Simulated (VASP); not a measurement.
A VASP calculation is set up with these files.

**POSCAR**
```
PbO
1
    3.1286709210     0.0000000000    -0.0000000000
    0.0000000000     3.1286709210    -0.0000000000
    0.0000000000     0.0000000000     3.1286709210
Pb O
1 1
Direct
  0.0000000000   0.0000000000   0.0000000000
  0.5000000000   0.5000000000   0.5000000000
```

File KPOINTS:
```
Automatic mesh
0
gamma
8 8 8
```

**INCAR**
```
SYSTEM = PbO
PREC = Accurate
ENCUT = 520
EDIFF = 1E-6
NELM = 100
ALGO = Normal
LREAL = .FALSE.
LASPH = .TRUE.
ISMEAR = 0
SIGMA = 0.05
GGA = PS
LMAXMIX = 4
LWAVE = .FALSE.
LCHARG = .FALSE.
IBRION = 2
ISIF = 3
NSW = 60
EDIFFG = -0.01
```

POTCAR, in this order: Pb_d O (PBE.64 set). Program: vasp_std.

Q: Translate this PBEsol calculation to Ansatz.

A: One equivalent input (not run):
Ansatz 0.2 input:
```yaml
crystal:
  lattice:
    - [3.1286709, 0.0000000, 0.0000000]
    - [0.0000000, 3.1286709, 0.0000000]
    - [0.0000000, 0.0000000, 3.1286709]
  atoms:
    - { symbol: Pb, position: [0.0000000, 0.0000000, 0.0000000] }
    - { symbol: O, position: [0.5000000, 0.5000000, 0.5000000] }
kpoints:
  mp_grid: { grid: [8, 8, 8] }
hamiltonian:
  xc: pbesol
  pseudopotentials: { kind: paw }
scf:
  occupations: { method: gaussian, width: 0.05 }
  max_iter: 100
relax:
  max_steps: 60
  f_tol: 0.01
  cell: {}
output: { forces: true, stress: true, eigenvalues: true }
```
The two are equivalent in intent, not identical: each code has its own PAW files, so the cut-off isn't converted (ENCUT is set for VASP's; basis.ecutwfc is left out, and Ansatz then takes the one that its files recommend); Ansatz stops its SCF on the density residual and VASP on the energy change (EDIFF).

The structure was generated: PbO was put into the CsCl type type (Pm-3m), which need not be its known phase. This run relaxes it. Symmetry was kept, so distortions that lower it aren't found. The start is the result of an earlier pass.
